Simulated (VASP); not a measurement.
Crystal: Zn.

```
Zn
1.0
     2.67000    0.00000    0.00000
    -1.33500    2.31229    0.00000
     0.00000    0.00000    4.96600
Zn
2
Cartesian
  0.0000 1.5415 1.2415
  1.3350 0.7708 3.7245
```

- Program: VASP 6.6.1
- Task: relaxation of cell and atoms
- Functional: PBE
- Dispersion: D3(BJ)
- Potentials or basis: VASP PAW PBE potentials, release 64 (Zn)
- Cutoff: 600 eV
- k mesh: 18 × 18 × 8
- Occupations: methfessel-paxton, width 0.1 eV
- Spin: no spin polarisation

At the start: pressure -4.9 GPa; volume 15.33 Å³/atom.

Where does the relaxation end?

Over 10 steps the energy falls by 16.5 meV/atom and the volume is 14.30 Å³/atom (-6.7 %); space group P6_3/mmc (No. 194, to 0.05 Å).

The path:
```csv
step,energy change (eV),largest force (eV/Å),pressure (GPa),volume (Å³)
1,0.0000,0.0000,-4.91,30.66
2,-0.0320,0.0000,0.33,28.62
3,-0.0321,0.0000,-0.02,28.74
4,-0.0321,0.0000,-0.08,28.77
5,-0.0324,0.0000,-0.17,28.75
6,-0.0328,0.0000,-0.12,28.69
7,-0.0329,0.0000,-0.15,28.67
8,-0.0331,0.0000,-0.10,28.62
9,-0.0319,0.0000,-0.03,28.51
10,-0.0331,0.0000,-0.08,28.61
```

Final structure:
```xyz
2
Lattice="2.6246 0.0000 0.0000 -1.3123 2.2730 0.0000 0.0000 0.0000 4.7955" Properties=species:S:1:pos:R:3 pbc="T T T"
Zn    0.0000    1.5153    1.1989
Zn    1.3123    0.7577    3.5967
```

Caveat: pairwise dispersion overbinds metals, which lowers pressure and volume.
